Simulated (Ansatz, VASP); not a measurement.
# Ru8CO (Ru(0001)): VASP beside Ansatz, part 2 of 2

Aim: how closely do two programs agree when they are given the same cell, functional and k mesh?  The structure shown is the end of the VASP relaxation below.

VASP 6.6.1 and Ansatz 0.2.0.

So far: Set-up; VASP: relaxation, PBE.

## (3) Ansatz: single point, PBE

Level of this step: Ansatz beside VASP: Kohn-Sham DFT, plane waves, PBE (Ansatz).

Ansatz runs on its default PAW (the set named soft_2) files.

The same cell, functional, mesh and smearing now go to Ansatz, which takes its cutoff from its data sets.

The input, input.yaml:

```yaml
crystal:
  lattice:
    - [5.43333387, 0.0, 0.0]
    - [2.71666693, 4.70540516, 0.0]
    - [0.0, 0.0, 21.41193555]
  atoms:
    - { symbol: Ru, position: [0.83333333, 0.33333333, 0.35027193] }
    - { symbol: Ru, position: [0.33333333, 0.33333333, 0.35027193] }
    - { symbol: Ru, position: [0.83333333, 0.83333333, 0.35027193] }
    - { symbol: Ru, position: [0.33333333, 0.83333333, 0.35027193] }
    - { symbol: Ru, position: [0.0, 0.0, 0.45009064] }
    - { symbol: Ru, position: [0.5, 0.0, 0.45009064] }
    - { symbol: Ru, position: [0.0, 0.5, 0.45009064] }
    - { symbol: Ru, position: [0.5, 0.5, 0.45009064] }
    - { symbol: Ru, position: [0.83363015, 0.3327397, 0.54880764] }
    - { symbol: Ru, position: [0.33363015, 0.3327397, 0.54880764] }
    - { symbol: Ru, position: [0.83606277, 0.82787445, 0.54922034] }
    - { symbol: Ru, position: [0.33606277, 0.82787445, 0.54922034] }
    - { symbol: Ru, position: [0.00319293, 0.99361415, 0.65037336] }
    - { symbol: Ru, position: [0.50319293, 0.99361415, 0.65037336] }
    - { symbol: Ru, position: [0.00280941, 0.49438118, 0.64563352] }
    - { symbol: Ru, position: [0.50280941, 0.49438118, 0.64563352] }
    - { symbol: C, position: [0.00149172, 0.99701655, 0.73871312] }
    - { symbol: C, position: [0.50149172, 0.99701655, 0.73871312] }
    - { symbol: O, position: [0.00026702, 0.99946596, 0.79303239] }
    - { symbol: O, position: [0.50026702, 0.99946596, 0.79303239] }
hamiltonian:
  xc: pbe
  pseudopotentials: { kind: paw }
kpoints:
  mp_grid: { grid: [6, 6, 1] }
scf:
  occupations: { method: methfessel_paxton, width: 0.15 }
  n_extra_bands: 9
efield:
  axis: 3
  dipole_correction: true
  ramp_width: 0.04
output:
  forces: true
  eigenvalues: true
  write_density: true
  write_potential: true
  elf: true
  volumetric_format: npy
```

Run with:

```sh
$ ansatz run input.yaml --threads 8 --pin off --max-ram 18432MiB --backend cpu --events-out ev --progress --plain --runs-dir out
```

Numbers of over 12 decimals in the logs are rounded to 6 here.

Log:

```text
scf.n_extra_bands = 9 over 138 filled bands (N_el = 276.0): the run solves 147 bands
Engine: ansatz 0.2.0, aarch64-unknown-linux-gnu
Pseudopotentials: kind: paw
Pseudopotential: Ru, paw, valence charge 16, recommended cutoff 420 eV (normal), Ru.paw.azcp
Pseudopotential: C, paw, valence charge 4, recommended cutoff 420 eV (normal), C.paw.azcp
Pseudopotential: O, paw, valence charge 6, recommended cutoff 420 eV (normal), O.paw.azcp
Functional definition: PBE
  parameter kappa = 0.804
  parameter beta = 0.066725
  exchange = pbe_x(kappa = kappa, mu = beta*pi^2/3)
  correlation = pbe_c(beta = beta)
Crystal: 20 atoms, lattice volume = 547.418 Å³
Basis set: ecut = 420 eV, 10637 PW (Γ), exchange–correlation on 80×80×288 points (8 copies of the dense FFT grid, shifted against one another)
Bands: 147, of which v1, the nominal top of the filled ones, is band 138 counted from 1 (137 counted from 0)
Symmetry: 4 space group operations
Space group: Pm (ITA 6), of the structure as read, at distance tolerance 8.2e-5 Å
k-points: 13 of 36 (time reversal used)
Non-local potential: Ru, projectors of the file, l = 0: 3, l = 1: 2, l = 2: 2, l = 3: 1
Non-local potential: C, projectors of the file, l = 0: 2, l = 1: 2, l = 2: 1
Non-local potential: O, projectors of the file, l = 0: 2, l = 1: 2, l = 2: 1
PAW form: soft (Blöchl's): semilocal exchange-correlation on the pseudo side does not see the compensation charge
PAW one-centre angular grid: Ru, 590 points (default); XC on 64 Gauss nodes
PAW one-centre angular grid: C, 110 points (default); XC on 64 Gauss nodes
PAW one-centre angular grid: O, 110 points (default); XC on 64 Gauss nodes
Initial density: superposition of atomic densities (neutral atoms: chi_scale 0, normalization atom), corrected by the library's trained network
Initial wavefunctions: pseudopotential atomic-orbital guess
Functional: x = pbe(κ = 0.804, μ = 0.219515), c = pbe(β = 0.066725)
SCF iter   1: F=—  HF=-95687.329040 eV  |F-HF|=—  |Δ(HF+E_count)|=         —  Δρ=1.60e-2  dr2=1.18e1  ethr=1.77e-3  p=-0.087 e·Å  D=-2.86e-2 V/Å  ΔV_dip=0.61 eV  dr2_dipole=3.18e0  V_vac-E_F(+/−)=5.46/4.85 eV  ⟨swp⟩=6.4  Hψ=7991  notcnv=0
efield: sawtooth ramp at fractional position 0.0517 (placed from the atoms, in the widest stretch of the axis that holds none; the zero of the levels goes with the place), width 0.0400; the density the first Hamiltonian is built on has a dipole p = -0.087 e·Å; the dipole correction subtracts the counter field D = -2.86e-2 V/Å, which shifts the + side's vacuum level by +0.61 eV against the − side's; the planar-averaged density in the ramp window peaks in size at 1.1e-4 e/Å³
preconditioner: auto → LDOS  [metal: Δε(μ)=0.027 eV  Ē_g=4.546 eV  σ=0.150 eV  W_gap=0.15  n_scr=124 (ndim 8)  ℏωp=19.3 eV  f_vac=0.478  D(μ)=17.52/eV (n_scr^D=124)  β→1.0]
SCF iter   2: F=—  HF=-95687.020187 eV  |F-HF|=—  |Δ(HF+E_count)|=   3.09e-1  S|Δr|=    0.00e0  Δρ=8.32e-3  dr2=7.68e-1  ethr=1.77e-3  p=-0.175 e·Å  D=-5.77e-2 V/Å  ΔV_dip=1.24 eV  dr2_dipole=2.85e-2  V_vac-E_F(+/−)=6.16/4.93 eV  ⟨swp⟩=2.0  Hψ=2456  notcnv=0  defer=5
SCF iter   3: F=—  HF=-95686.982083 eV  |F-HF|=—  |Δ(HF+E_count)|=   3.81e-2  S|Δr|=    0.00e0  Δρ=2.27e-3  dr2=6.08e-2  ethr=2.78e-4  p=-0.156 e·Å  D=-5.17e-2 V/Å  ΔV_dip=1.11 eV  dr2_dipole=1.25e-2  V_vac-E_F(+/−)=6.15/5.04 eV  ⟨swp⟩=2.0  Hψ=2942  notcnv=0  defer=1
SCF iter   4: F=—  HF=-95686.977694 eV  |F-HF|=—  |Δ(HF+E_count)|=   4.39e-3  S|Δr|=    0.00e0  Δρ=6.60e-4  dr2=1.56e-2  ethr=2.20e-5  p=-0.156 e·Å  D=-5.15e-2 V/Å  ΔV_dip=1.10 eV  dr2_dipole=3.46e-3  V_vac-E_F(+/−)=6.14/5.04 eV  ⟨swp⟩=2.0  Hψ=2889  notcnv=0
SCF iter   5: F=—  HF=-95686.977047 eV  |F-HF|=—  |Δ(HF+E_count)|=   6.47e-4  S|Δr|=    0.00e0  Δρ=2.66e-4  dr2=1.15e-3  ethr=5.64e-6  p=-0.155 e·Å  D=-5.11e-2 V/Å  ΔV_dip=1.09 eV  dr2_dipole=1.87e-4  V_vac-E_F(+/−)=6.14/5.05 eV  ⟨swp⟩=2.3  Hψ=2913  notcnv=0
SCF iter   6: F=—  HF=-95686.977041 eV  |F-HF|=—  |Δ(HF+E_count)|=   5.95e-6  S|Δr|=    0.00e0  Δρ=9.10e-5  dr2=7.08e-5  ethr=4.17e-7  p=-0.154 e·Å  D=-5.08e-2 V/Å  ΔV_dip=1.09 eV  dr2_dipole=2.49e-6  V_vac-E_F(+/−)=6.14/5.06 eV  ⟨swp⟩=2.4  Hψ=2992  notcnv=0
SCF iter   7: F=—  HF=-95686.978221 eV  |F-HF|=—  |Δ(HF+E_count)|=   1.18e-3  S|Δr|=    0.00e0  Δρ=3.58e-5  dr2=1.63e-5  ethr=2.57e-8  p=-0.153 e·Å  D=-5.07e-2 V/Å  ΔV_dip=1.09 eV  dr2_dipole=3.14e-6  V_vac-E_F(+/−)=6.14/5.06 eV  ⟨swp⟩=2.6  Hψ=3353  notcnv=0
SCF iter   8: F=—  HF=-95686.978231 eV  |F-HF|=—  |Δ(HF+E_count)|=   1.06e-5  S|Δr|=    0.00e0  Δρ=1.27e-5  dr2=1.23e-6  ethr=5.92e-9  p=-0.153 e·Å  D=-5.07e-2 V/Å  ΔV_dip=1.09 eV  dr2_dipole=1.49e-7  V_vac-E_F(+/−)=6.14/5.06 eV  ⟨swp⟩=2.4  Hψ=3021  notcnv=0
SCF iter   9: F=—  HF=-95686.978233 eV  |F-HF|=—  |Δ(HF+E_count)|=   2.09e-6  S|Δr|=    0.00e0  Δρ=4.53e-6  dr2=1.65e-7  ethr=4.44e-10  p=-0.153 e·Å  D=-5.07e-2 V/Å  ΔV_dip=1.09 eV  dr2_dipole=1.59e-11  V_vac-E_F(+/−)=6.14/5.06 eV  ⟨swp⟩=2.7  Hψ=3382  notcnv=0
SCF iter  10: F=-95686.978234 eV  HF=-95686.978234 eV  |F-HF|=8.33e-8  |Δ(HF+E_count)|=   2.68e-7  S|Δr|=    0.00e0  Δρ=1.92e-6  dr2=2.89e-8  ethr=3.62e-11  p=-0.153 e·Å  D=-5.07e-2 V/Å  ΔV_dip=1.09 eV  dr2_dipole=4.54e-10  V_vac-E_F(+/−)=6.14/5.06 eV  ⟨swp⟩=13.9  Hψ=16836  notcnv=0
WARN: efield: at this solve's end the planar-averaged density reaches 1.65e-5 e/Å³ inside the ramp window [0.0049, 0.1384] (bound 1e-5 e/Å³); the window's nearer edge stands 4.54 Å from this solve's nearest atom along the axis. Its work functions, free energy, forces, stress, dipole, levels and responses can be off, and this figure does not tell by how much. A short vacuum, a low `basis.ecutwfc` or `basis.ecutrho_ratio` and negative occupations (`scf.occupations.method`) can put density there. See the manual's quickstart, § The vacuum guard
SCF 1 converged in 10 iterations: F = -95686.978234 eV  dr2 = 2.89e-8
  greatest PAW one-centre occupation: 0.998 electrons in one spin orbital (limit 2), on the Ru atom at site 15 (counted from 0), in its partial waves of l = 0
WARN: The output density's exchange-correlation potential varies sharply where the density is thin. Do not read a vacuum level from v_tot or v_xc, or from such a field of the output density. On a cell that repeats whose density bears no net charge and no dipole along the vacuum's axis use v_es (v_loc + v_h of the components); under efield.dipole_correction with no amplitude use v_es + v_field, which holds any externa [...]
SCF converged after 10 iterations
Stability not checked: this state was not tested for a lower state beside it, because cold or Methfessel-Paxton smearing, or corrected tetrahedra, fill the levels in a way that the test cannot read (fill_not_monotonic; see scf.lower_state_search)
Free energy (F): -95686.978234 eV
Harris-Foulkes:  -95686.978234 eV  (|F-HF|=8.33e-8)
Internal energy: -95686.978712 eV  (E = F + TS)
E sigma→0 (E₀):  -95686.978353 eV
Entropy (-TS):   0.000478 eV (0.024 meV/atom)
Fermi energy:    6.766065 eV
Dipole field:    D = -0.050679 V/Å  (p = -0.153315 e·Å, saw-weighted, corrected)
Work function:   Φ+ = 6.1439 eV   Φ− = 5.0586 eV
Levels:          The Fermi level and band energies are counted from a zero that moves with the ramp; work functions are not
Vacuum region:   at the solve's end the planar-averaged density reaches 1.65e-5 e/Å³ inside the ramp window [0.0049, 0.1384] (bound 1e-5 e/Å³)
--- Per-component energies (eV) ---
  E_band       = -5155.351264
  E_kinetic    = 8728.307008
  E_local      = -321206.450952  (includes V_loc(G=0)·N_el)
  E_nonlocal   = 5646.718850
  E_hartree    = 154718.258099
  E_xc         = -3275.975651
  E_vxc        = -4112.112286  (∫ρ·V_xc dr)
  E_paw        = -55886.726674  (= ΣΔE_a)
  E_vpaw       = -3632.590576  (= ΣTr[D̂ρ^β])
  E_aug_tail   = 0.001850  (compensation charges beyond the density's cutoff)
  E_efield     = 0.003885  (sawtooth field / dipole correction)
  E_vefield    = -15.745765  (∫n·V_field dr)
  E_ewald      = 115588.884873
  E_smearing   = 0.000478  (= −TS)
  E_closure    = 0.000000  (closes the sum)
  Σ components = -95686.978234   (vs F -95686.978234, Δ=0.00e0)
--- Forces (eV/Å), atoms counted from 1 ---
  atom   1  Ru    -0.00000000     0.05624973     0.64307988
  atom   2  Ru    -0.00000000     0.05624973     0.64307988
  atom   3  Ru     0.00000000    -0.06159414     0.39152662
  atom   4  Ru     0.00000000    -0.06159414     0.39152662
  atom   5  Ru    -0.00000000     0.01677916    -0.49375917
  atom   6  Ru    -0.00000000     0.01677916    -0.49375917
  atom   7  Ru    -0.00000000     0.02007773    -0.82450086
  atom   8  Ru    -0.00000000     0.02007773    -0.82450086
  atom   9  Ru     0.00000000    -0.00732115    -0.00519488
  atom  10  Ru     0.00000000    -0.00732115    -0.00519488
  atom  11  Ru    -0.00000000     0.00857559     0.00757244
  atom  12  Ru    -0.00000000     0.00857559     0.00757244
  atom  13  Ru     0.00000000    -0.00123878     0.13818487
  atom  14  Ru     0.00000000    -0.00123878     0.13818487
  atom  15  Ru     0.00000000    -0.00855459     0.11392952
  atom  16  Ru     0.00000000    -0.00855459     0.11392952
  atom  17  C      0.00000000    -0.00661062     0.76562413
  atom  18  C      0.00000000    -0.00661062     0.76562413
  atom  19  O      0.00000000    -0.01636199    -0.73647770
  atom  20  O      0.00000000    -0.01636199    -0.73647770
  max |Σ_I F_I| component: 3.03e-5 eV/Å
--- Band table (eV; the first three rows and the last of 13) ---
  k-point 0: bands = [... 134 lower, 6.9704, 7.4634, 7.6148, 7.6213, 7.7505, 7.7849, 7.8951, 7.9207, ... 5 higher]
  k-point 1: bands = [... 134 lower, 6.8647, 6.9409, 7.1873, 7.3268, 7.3844, 7.6052, 7.6079, 7.7960, ... 5 higher]
  k-point 2: bands = [... 134 lower, 6.3231, 6.4018, 6.4196, 6.7213, 6.7351, 7.0550, 7.0635, 7.1793, ... 5 higher]
  k-point 12: bands = [... 134 lower, 6.1708, 6.1993, 6.4121, 6.5311, 6.6096, 6.7069, 6.7724, 6.9413, ... 5 higher]
```

It took 41 s on 8 threads of Arm Neoverse N1, shared host; peak memory 3.4 GiB; 5.3 min of CPU time.

## (4) Side by side

Known differences besides the PAW data sets themselves: the data sets hold 276 valence electrons in Ansatz (default PAW (the set named soft_2) files) and 148 in VASP; the cutoff is 420 eV in Ansatz and 440 eV in VASP (PREC = Normal, projectors in real space). Total energies have different zeros and are not compared.

Forces on 10 of the 20 atoms, picked by the larger force of the two programs (eV/Å; atoms numbered as in POSCAR):

| atom | Ansatz x, y, z | VASP x, y, z |
| --- | --- | --- |
| Ru1 | 0.000, 0.056, 0.643 | 0.000, 0.057, 0.760 |
| Ru2 | 0.000, 0.056, 0.643 | 0.000, 0.057, 0.760 |
| Ru3 | 0.000, -0.062, 0.392 | 0.000, -0.060, 0.508 |
| Ru4 | 0.000, -0.062, 0.392 | 0.000, -0.060, 0.508 |
| Ru7 | 0.000, 0.020, -0.825 | 0.000, 0.021, -0.803 |
| Ru8 | 0.000, 0.020, -0.825 | 0.000, 0.021, -0.803 |
| C17 | 0.000, -0.007, 0.766 | 0.000, -0.014, 0.019 |
| C18 | 0.000, -0.007, 0.766 | 0.000, -0.014, 0.019 |
| O19 | 0.000, -0.016, -0.736 | 0.000, -0.007, 0.017 |
| O20 | 0.000, -0.016, -0.736 | 0.000, -0.007, 0.017 |

The forces differ by 199 meV/Å r.m.s., which is 83.3 % of the r.m.s. force of 0.24 eV/Å (both taken over all components, held atoms included).

## (5) Looking for the cause

The difference is large enough to ask for its cause, so further runs change the set-up of one program at a time, as the table lists.

| run | r.m.s. force difference (% of the r.m.s. force) |
| --- | --- |
| as above | 83 |
| Ansatz's larger PAW set (cutoff 900 eV) | 83 |
| norm-conserving potentials (cutoff 1240 eV) | 87 |

## (6) Outcome

```yaml
r_m_s_force_difference_single_point_pbe: 83 % of the r.m.s. force
```

The r.m.s. force difference is 83 % of the r.m.s. force (single point, PBE), beyond the 3 % picked in this series as the mark of a large difference. For single point, PBE: no further run halves the r.m.s. force difference; only Ansatz's side was varied, and Ansatz's runs with other potentials lie closer to each other than to VASP, which for this quantity points to VASP's side; this was not tested here. Differences of this kind measure data sets and numerical settings, not the functional's error against experiment.

[Lines on the potential files, build, host, timing and source positions are cut from VASP's logs without a mark.]

[Logs are printed without paths, hosts, clocks, repeated set-up lines and the standing remarks that a program may print on its own settings, such as how far it seeks lower states.]

[Hosts, paths, dates, database ids (printed as entryN), source tags and the programs' standing remarks are cut or masked in the printed files.]
